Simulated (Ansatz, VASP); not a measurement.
# BaPbSO: VASP beside Ansatz

One calculation is typed for both programs; each brings its own data sets and cutoff. How far apart do they land? The cell is invented: As first built, before any earlier steps moved the atoms (in the runner's words): it takes the BaO structure with some of its atoms replaced by other elements, volume scaled by an estimate. It may not be a known or stable phase. The cell is taken from a series of VASP runs on this material, whose earlier steps may have relaxed, scaled or displaced it; both programs get it as it stands.

Main program and level: Ansatz 0.2.0; plane waves, with VASP 6.6.1 beside it; single point at PBEsol, electric field gradients at PBEsol and band structure at PBEsol, spin-orbit coupling.

**1. The structure**

Symmetry: Cm, No. 8, monoclinic system. Conventional cell: a = 7.012 Å, b = 4.057 Å, c = 7.075 Å, α = 90.00°, β = 109.24°, γ = 90.00°. Pb has 3 S at 2.85 Å and 3 O at 2.85 to 2.87 Å nearest. Nearest to Ba lie 3 O at 2.63 Å and 3 S at 3.21 Å. Nearest to S lie 3 Pb at 2.85 Å and 3 Ba at 3.21 Å. Nearest to O lie 3 Ba at 2.63 Å. As first built, before any earlier steps moved the atoms (in the runner's words): sites of the BaO structure (space group 225) filled with other elements, volume scaled by an estimate. Farther neighbours and most contacts between anions are not listed.

**2. Ansatz: single point, PBEsol**

Ansatz runs on its default PAW (the set named soft_2) files.

With cell and atoms fixed, the geometry can't cause a difference; cores, projectors, grids and the points listed under the comparison can.

Input file input.yaml:

```yaml
crystal:
  lattice:
    - [3.5057891512, -2.0284323734, 0.0019404956]
    - [3.5057891512, 2.0284323734, 0.0019404956]
    - [-2.3354016464, 0.0, 6.6780514396]
  atoms:
    - { symbol: Pb, position: [0.503268333, 0.503268333, 0.5173146894] }
    - { symbol: Ba, position: [0.9808797546, 0.9808797546, 0.9443702113] }
    - { symbol: S, position: [0.757061009, 0.757061009, 0.2742546812] }
    - { symbol: O, position: [0.2549294194, 0.2549294194, 0.7650364191] }
hamiltonian:
  xc: pbesol
  pseudopotentials: { kind: paw }
kpoints:
  mp_grid: { grid: [7, 7, 4] }
scf:
  occupations: { method: fermi_dirac, width: 0.05 }
  n_extra_bands: 5
output:
  forces: true
  stress: true
  eigenvalues: true
```

On the command line:

```sh
ansatz run input.yaml --threads 2 --pin off --max-ram 4608MiB --backend cpu --events-out ev --progress --plain --runs-dir out
```

Numbers of over 12 decimals in the logs are rounded to 6 here.

The program printed:

```text
scf.n_extra_bands = 5 over 18 filled bands (N_el = 36.0): the run solves 23 bands
Engine: ansatz 0.2.0, aarch64-unknown-linux-gnu
Pseudopotentials: kind: paw
Pseudopotential: Pb, paw, valence charge 14, recommended cutoff 420 eV (normal), Pb.paw.azcp
Pseudopotential: Ba, paw, valence charge 10, recommended cutoff 420 eV (normal), Ba.paw.azcp
Pseudopotential: S, paw, valence charge 6, recommended cutoff 420 eV (normal), S.paw.azcp
Pseudopotential: O, paw, valence charge 6, recommended cutoff 420 eV (normal), O.paw.azcp
Functional definition: PBEsol
  exchange = pbesol_x
  correlation = pbesol_c
Crystal: 4 atoms, lattice volume = 94.997 Å³
Basis set: ecut = 420 eV, 1861 PW (Γ), exchange–correlation on 60×60×96 points (8 copies of the dense FFT grid, shifted against one another)
Bands: 23, of which v1, the nominal top of the filled ones, is band 18 counted from 1 (17 counted from 0)
Symmetry: 2 space group operations
Space group: Cm (ITA 8), of the structure as read, at distance tolerance 4.6e-5 Å
k-points: 60 of 196 (time reversal used)
Non-local potential: Pb, projectors of the file, l = 0: 2, l = 1: 2, l = 2: 2, l = 3: 2
Non-local potential: Ba, projectors of the file, l = 0: 3, l = 1: 2, l = 2: 2, l = 3: 2
Non-local potential: S, projectors of the file, l = 0: 2, l = 1: 2, l = 2: 2
Non-local potential: O, projectors of the file, l = 0: 2, l = 1: 2, l = 2: 1
PAW form: soft (Blöchl's): semilocal exchange-correlation on the pseudo side does not see the compensation charge
PAW frozen core: Pb, regenerated for the run's functional, and the local potential with it (the file was generated under x = pbe(κ = 0.804, μ = 0.219515), c = pbe(β = 0.066725))
PAW frozen core: Ba, regenerated for the run's functional, and the local potential with it (the file was generated under x = pbe(κ = 0.804, μ = 0.219515), c = pbe(β = 0.066725))
PAW frozen core: S, regenerated for the run's functional, and the local potential with it (the file was generated under x = pbe(κ = 0.804, μ = 0.219515), c = pbe(β = 0.066725))
PAW frozen core: O, regenerated for the run's functional, and the local potential with it (the file was generated under x = pbe(κ = 0.804, μ = 0.219515), c = pbe(β = 0.066725))
PAW one-centre angular grid: Pb, 590 points (default); XC on 64 Gauss nodes
PAW one-centre angular grid: Ba, 194 points (default); XC on 64 Gauss nodes
PAW one-centre angular grid: S, 110 points (default); XC on 64 Gauss nodes
PAW one-centre angular grid: O, 110 points (default); XC on 64 Gauss nodes
Initial density: superposition of atomic densities (neutral atoms: chi_scale 0, normalization atom), corrected by the library's trained network
Initial wavefunctions: pseudopotential atomic-orbital guess
Functional: x = pbesol(κ = 0.804, μ = 0.123457), c = pbesol(β = 0.046)
SCF iter   1: F=—  HF=-19066.915550 eV  |F-HF|=—  |Δ(HF+E_count)|=         —  Δρ=1.08e-2  dr2=1.24e-1  ethr=1.77e-3  ⟨swp⟩=8.0  Hψ=8050  notcnv=0
preconditioner: auto → Resta (q_TF=auto, 2.321 Å⁻¹)  ε∞=3.8  [insulator: Δε(μ)=1.763 eV  Ē_g=13.305 eV  σ=0.050 eV  W_gap=1.00  n_scr=22 (ndim 8)  ℏωp=22.2 eV  f_vac=0.001  D(μ)=0.00/eV (n_scr^D=0)  ε∞_Penn≈3.8]
SCF iter   2: F=—  HF=-19066.893737 eV  |F-HF|=—  |Δ(HF+E_count)|=   2.18e-2  Δρ=3.81e-3  dr2=1.96e-2  ethr=3.44e-4  ⟨swp⟩=2.0  Hψ=2118  notcnv=0  defer=44
SCF iter   3: F=—  HF=-19066.890649 eV  |F-HF|=—  |Δ(HF+E_count)|=   3.09e-3  Δρ=7.49e-4  dr2=4.99e-4  ethr=5.44e-5  ⟨swp⟩=2.0  Hψ=1657  notcnv=0  defer=52
SCF iter   4: F=—  HF=-19066.890594 eV  |F-HF|=—  |Δ(HF+E_count)|=   5.48e-5  Δρ=3.17e-4  dr2=1.55e-4  ethr=1.39e-6  ⟨swp⟩=2.0  Hψ=2005  notcnv=0  defer=52
SCF iter   5: F=—  HF=-19066.890570 eV  |F-HF|=—  |Δ(HF+E_count)|=   2.42e-5  Δρ=7.66e-5  dr2=7.89e-6  ethr=4.31e-7  ⟨swp⟩=2.0  Hψ=1678  notcnv=0  defer=52
SCF iter   6: F=—  HF=-19066.890581 eV  |F-HF|=—  |Δ(HF+E_count)|=   1.13e-5  Δρ=2.02e-5  dr2=4.09e-7  ethr=2.19e-8  ⟨swp⟩=2.0  Hψ=1690  notcnv=0  defer=52
SCF iter   7: F=-19066.890581 eV  HF=-19066.890581 eV  |F-HF|=2.91e-9  |Δ(HF+E_count)|=   8.52e-8  Δρ=3.34e-6  dr2=1.54e-8  ethr=2.78e-10  ⟨swp⟩=8.9  Hψ=7241  notcnv=0
SCF 1 converged in 7 iterations: F = -19066.890581 eV  dr2 = 1.54e-8
  greatest PAW one-centre occupation: 0.982 electrons in one spin orbital (limit 2), on the Pb atom at site 0 (counted from 0), in its partial waves of l = 2
SCF converged after 7 iterations
Free energy (F): -19066.890581 eV
Harris-Foulkes:  -19066.890581 eV  (|F-HF|=2.91e-9)
Internal energy: -19066.890581 eV  (E = F + TS)
E sigma→0 (E₀):  -19066.890581 eV
Fermi energy:    8.960909 eV
--- Per-component energies (eV) ---
  E_band       = -76.673360
  E_kinetic    = 737.129759
  E_local      = -1899.387797  (includes V_loc(G=0)·N_el)
  E_nonlocal   = 487.451559
  E_hartree    = 728.827743
  E_xc         = -556.872809
  E_vxc        = -451.631479  (∫ρ·V_xc dr)
  E_paw        = -16129.503715  (= ΣΔE_a)
  E_vpaw       = -407.892480  (= ΣTr[D̂ρ^β])
  E_aug_tail   = 0.002388  (compensation charges beyond the density's cutoff)
  E_ewald      = -2434.848497
  E_core_change = 0.310787  (= ΣΔE_core)
  E_smearing   = -0.000000  (= −TS)
  E_closure    = -0.000000  (closes the sum)
  Σ components = -19066.890581   (vs F -19066.890581, Δ=0.00e0)
--- Forces (eV/Å), atoms counted from 1 ---
  atom   1  Pb    -0.00086430     0.00000000     0.01495835
  atom   2  Ba     0.00009944     0.00000000    -0.11324125
  atom   3  S      0.00069068     0.00000000    -0.06430491
  atom   4  O      0.00007414     0.00000000     0.16254459
  max |Σ_I F_I| component: 4.32e-5 eV/Å
--- Stress (GPa, compression-positive) ---
       -0.833030       0.000000      -0.009955
        0.000000      -0.843336       0.000000
       -0.009955       0.000000      -0.649605
  P = ⅓ Tr σ = -0.7753 GPa (-7.753 kbar)
--- Band table (eV; the first three rows and the last of 60) ---
  k-point 0: bands = [... 14 lower, 6.6616, 6.8278, 7.0607, 7.0811, 10.4404, 12.6061, 12.6470, 12.6938, ... 1 higher]
  k-point 1: bands = [... 14 lower, 6.3162, 7.1424, 7.1630, 7.4957, 10.1635, 12.1965, 12.2090, 12.2423, ... 1 higher]
  k-point 2: bands = [... 14 lower, 6.2743, 7.2180, 7.2392, 7.9711, 9.8520, 11.7941, 11.9395, 11.9703, ... 1 higher]
  k-point 59: bands = [... 14 lower, 5.8803, 6.7763, 7.1389, 7.8169, 10.8784, 11.5831, 12.1275, 13.0187, ... 1 higher]
```

It took 6.4 s on 2 threads of Arm Neoverse V2, shared host; peak memory 0.41 GiB.

In the SCF lines HF is the Harris–Foulkes energy and dr2 the Hartree energy of the density residual, in eV; the loop may stop once dr2 is under the threshold and the program's other checks hold. Hψ counts applications of the Hamiltonian.

The run ends at a pressure of -0.78 GPa, with forces up to 0.16 eV/Å.

**3. VASP: single point, PBEsol**

The same cell, functional, mesh and smearing now go to VASP, with its own data sets and cutoff.

Lines of VASP's logs that name or quote its potential files are left out, and so is its time.

Input file INCAR:

```
SYSTEM = BaPbSO
PREC = Accurate
ENCUT = 520
EDIFF = 1E-06
NELM = 100
ISMEAR = -1
SIGMA = 0.05
LREAL = .FALSE.
ALGO = Normal
GGA = PS
NBANDS = 24
LORBIT = 11
LWAVE = .FALSE.
LCHARG = .TRUE.
ISIF = 2
LELF = .TRUE.
LVHAR = .TRUE.
```

Input file POSCAR:

```
BaPbSO
1.0
    3.5057891512     -2.0284323734      0.0019404956
    3.5057891512      2.0284323734      0.0019404956
   -2.3354016464      0.0000000000      6.6780514396
Pb Ba S O
1 1 1 1
Direct
    0.5032683330      0.5032683330      0.5173146894
    0.9808797546      0.9808797546      0.9443702113
    0.7570610090      0.7570610090      0.2742546812
    0.2549294194      0.2549294194      0.7650364191
```

Input file KPOINTS:

```
Automatic mesh
0
Gamma
7 7 4
0 0 0
```

Potentials, in the order of the species: Pb_d, Ba_sv, S and O (PBE family, release 64).

On the command line:

```sh
mpirun -np 2 vasp_std
```

The program printed:

```text
[banner, memory and clock lines left out]
running    2 mpi-ranks, on    1 nodes
 distrk:  each k-point on    2 cores,    1 groups
 distr:  one band on    1 cores,    2 groups

 POSCAR found type information on POSCAR PbBaS O
 POSCAR found :  4 types and       4 ions
|                                                                             |
|               ----> ADVICE to this user running VASP <----                  |
|                                                                             |
|     You enforced a specific xc type in the INCAR file but a different       |
|     [... a line on the potential file left out ...]
|     I HOPE YOU KNOW WHAT YOU ARE DOING!                                     |
|                                                                             |

 LDA part: xc-table for (Slater+PW92), standard interpolation
 POSCAR, INCAR and KPOINTS ok, starting setup
 FFT: planning ... GRIDC
 FFT: planning ... GRID_SOFT
 FFT: planning ... GRID
 WAVECAR not read
 entering main loop
       N       E                     dE             d eps       ncg     rms          rms(c)
DAV:   1     0.335883268496E+03    0.33588E+03   -0.16942E+04  2880   0.151E+03
DAV:   2     0.115363663161E+02   -0.32435E+03   -0.30956E+03  3144   0.378E+02
DAV:   3    -0.238192740787E+02   -0.35356E+02   -0.34724E+02  3880   0.128E+02
DAV:   4    -0.253183295315E+02   -0.14991E+01   -0.14961E+01  4152   0.264E+01
DAV:   5    -0.253633282490E+02   -0.44999E-01   -0.44990E-01  4016   0.372E+00    0.109E+01
DAV:   6    -0.221903927950E+02    0.31729E+01   -0.16715E+01  3928   0.286E+01    0.771E+00
DAV:   7    -0.218142054617E+02    0.37619E+00   -0.38301E+00  3360   0.108E+01    0.331E+00
DAV:   8    -0.217310787340E+02    0.83127E-01   -0.58175E-01  4000   0.549E+00    0.125E+00
DAV:   9    -0.217349745236E+02   -0.38958E-02   -0.55468E-02  3880   0.168E+00    0.397E-01
DAV:  10    -0.217351875765E+02   -0.21305E-03   -0.92855E-03  4368   0.934E-01    0.177E-01
DAV:  11    -0.217354258160E+02   -0.23824E-03   -0.12707E-03  4024   0.251E-01    0.103E-01
DAV:  12    -0.217355321729E+02   -0.10636E-03   -0.33750E-04  3840   0.173E-01    0.156E-02
DAV:  13    -0.217355374630E+02   -0.52901E-05   -0.59850E-05  4016   0.598E-02    0.126E-02
DAV:  14    -0.217355379561E+02   -0.49314E-06   -0.67204E-06  4320   0.167E-02
   1 F= -.21735538E+02 E0= -.21735538E+02  d E =-.480768E-09
```

OUTCAR, selected parts (step 3):

```text
ion  position               nearest neighbor table
   1  0.503  0.503  0.517-   3 2.85   3 2.85   4 2.85   3 2.85   4 2.87   4 2.87   2 3.69   2 3.69
                             2 3.70
   2  0.981  0.981  0.944-   4 2.63   4 2.63   4 2.63   3 3.21   3 3.21   3 3.21   1 3.69   1 3.69
                             1 3.70
   3  0.757  0.757  0.274-   1 2.85   1 2.85   1 2.85   2 3.21   2 3.21   2 3.21
   4  0.255  0.255  0.765-   2 2.63   2 2.63   2 2.63   1 2.85   1 2.87   1 2.87

  LATTYP: Found a base centered monoclinic cell.
 ALAT       =     7.0115793765
 B/A-ratio  =     0.5785949968
 C/A-ratio  =     1.0089931858
 COS(beta)  =    -0.3295865640

 Subroutine GETGRP returns: Found  2 space group operations
 (whereof  2 operations were pure point group operations)

The static configuration has the point symmetry C_1h.

 Found     60 irreducible k-points:

   k-points           NKPTS =     60   k-points in BZ     NKDIM =     60   number of bands    NBANDS=     24

   dimension x,y,z NGX =    30 NGY =   30 NGZ =   54
   dimension x,y,z NGXF=    60 NGYF=   60 NGZF=  108

   ENCUT  =  520.0 eV  38.22 Ry    6.18 a.u.   7.53  7.53 13.15*2*pi/ulx,y,z

   NELECT =      36.0000    total number of electrons

 k-points in reciprocal lattice and weights: Automatic mesh
   0.00000000  0.00000000  0.00000000       0.005
   0.14285714  0.00000000  0.00000000       0.020
   0.28571429  0.00000000  0.00000000       0.020
   0.42857143  0.00000000  0.00000000       0.020
   0.14285714  0.14285714  0.00000000       0.010
   0.28571429  0.14285714  0.00000000       0.020
   0.42857143  0.14285714  0.00000000       0.020
  -0.42857143  0.14285714 -0.00000000       0.020
  -0.28571429  0.14285714 -0.00000000       0.020
[...]
0.42857143  0.42857143  0.50000000       0.010
  -0.42857143  0.42857143  0.50000000       0.010

 average (electrostatic) potential at core
       1 -92.6042       2 -34.3070       3 -86.6872       4 -69.6433

 E-fermi :   4.5211

 k-point     1 :       0.0000    0.0000    0.0000
  band No.  band energies     occupation
    ...
     14       1.9310      2.00000
     15       2.2589      2.00000
     16       2.3715      2.00000
     17       2.6464      2.00000
     18       2.6661      2.00000
     19       6.0097      0.00000
     20       8.2090      0.00000
     21       8.2516      0.00000
     22       8.2653      0.00000
     23       8.7361      0.00000
    ...

 k-point     2 :       0.1429    0.0000    0.0000
  band No.  band energies     occupation
    ...
     14       1.8273      2.00000
     15       1.8844      2.00000
     16       2.4514      2.00000
     17       2.6183      2.00000
     18       3.1812      2.00000
     19       6.2575      0.00000
     20       7.1417      0.00000
     21       8.1098      0.00000
     22       8.2571      0.00000
     23       8.7562      0.00000
    ...

 k-point     3 :       0.2857    0.0000    0.0000
  band No.  band energies     occupation
    ...
     14       1.4615      2.00000
     15       1.6615      2.00000
     16       2.2735      2.00000
     17       2.6714      2.00000
     18       3.2710      2.00000
     19       6.2633      0.00000
     20       7.1126      0.00000
     21       8.1428      0.00000
     22       8.2738      0.00000
     23       9.1750      0.00000
    ...

  Total       -0.0002457     -0.0056860      0.0154738      0.0000000      0.0000000     -0.0069774
  in kB       -0.0041433     -0.0958983      0.2609736      0.0000000      0.0000000     -0.1176769
  external PRESSURE =       0.0536440 kB  Pullay stress =       0.0000000 kB

  energy-cutoff  :      520.00
  volume of cell :       95.00
      direct lattice vectors                 reciprocal lattice vectors
     3.505789151 -2.028432373  0.001940496     0.142593639 -0.246495770  0.049866855
     3.505789151  2.028432373  0.001940496     0.142593639  0.246495770  0.049866855
    -2.335401646  0.000000000  6.678051440    -0.000082869  0.000000000  0.149715299

 POSITION                                       TOTAL-FORCE (eV/Angst)
 -----------------------------------------------------------------------------------
      2.32057      0.00000      3.45661        -0.000543      0.000000      0.002295
      4.67203      0.00000      6.31036        -0.000283      0.000000     -0.005781
      4.66770      0.00000      1.83443         0.000591      0.000000     -0.000072
      0.00079      0.00000      5.10994         0.000235      0.000000      0.003558
 -----------------------------------------------------------------------------------
    total drift:                                0.000055     -0.000000     -0.000815

  FREE ENERGIE OF THE ION-ELECTRON SYSTEM (eV)
  ---------------------------------------------------
  free  energy   TOTEN  =       -21.7355379561 eV

  energy  without entropy=      -21.7355379556  energy(sigma->0) =      -21.73553796

 total charge
# of ion       s       p       d       tot
------------------------------------------
    1        1.476   0.520   9.844  11.841
    2        2.013   5.596   0.367   7.977
    3        1.333   2.365   0.000   3.698
    4        1.568   3.315   0.000   4.882
--------------------------------------------------
tot          6.390  11.797  10.211  28.398

[... 3 further parts left out ...]
```

Harder data sets than Ba_sv exist (the GW ones), and pressures, volumes and forces can shift noticeably with them.

**4. Comparison**

Known differences besides the potentials themselves: the cutoff is 420 eV in Ansatz and 520 eV in VASP; Ansatz makes its cores anew for this functional, VASP keeps those of its PBE data sets; VASP leaves aspherical gradient terms in its spheres out (LASPH is not set), Ansatz keeps them. Total energies have different zeros and are not compared.

Both answers:

```
                                        quantity  Ansatz   VASP  difference
                                  pressure (GPa)   -0.78   0.01       -0.78
pressure without Ansatz's Pulay correction (GPa)   -0.92   0.01       -0.93
                          gap on the k mesh (eV)   1.881  1.844      +0.037
```

At this near-relaxed geometry the largest component of a force difference is 159 meV/Å. A gap on the mesh is an upper bound, since the band edges may lie between its points; neither run holds spin-orbit coupling, which can move the band edges of a compound of Pb. Ansatz's pressure holds a Pulay correction of 0.14 GPa; VASP's holds none.

**5. Further runs**

Further runs change the set-up of one program: Ansatz's method, potentials or start, or VASP's data sets, cutoff or form of LDA. The table gives Ansatz less VASP for each quantity, since a change that brings one quantity closer may part another.

```
                                        run  r.m.s. force difference (meV/Å)  pressure (GPa)  gap on the k mesh (eV)  pressure without Ansatz's Pulay correction (GPa)
                                   as above                               59           -0.78                   0.037                                             -0.93
                       cores kept as stored                               58           -0.76                   0.036                                             -0.90
    Ansatz's larger PAW set (cutoff 900 eV)                               58           -0.77                   0.039                                                  
norm-conserving potentials (cutoff 1143 eV)                               59           -0.88                   0.038
```

(Continued in part 2 of 3.)

[Lines on the potential files, build, host, timing and source positions are cut from VASP's logs without a mark.]

[Logs are printed without paths, hosts, clocks, repeated set-up lines and the standing remarks that a program may print on its own settings, such as how far it seeks lower states.]

[Hosts, paths, dates, database ids (printed as entryN), source tags and the programs' standing remarks are cut or masked in the printed files.]
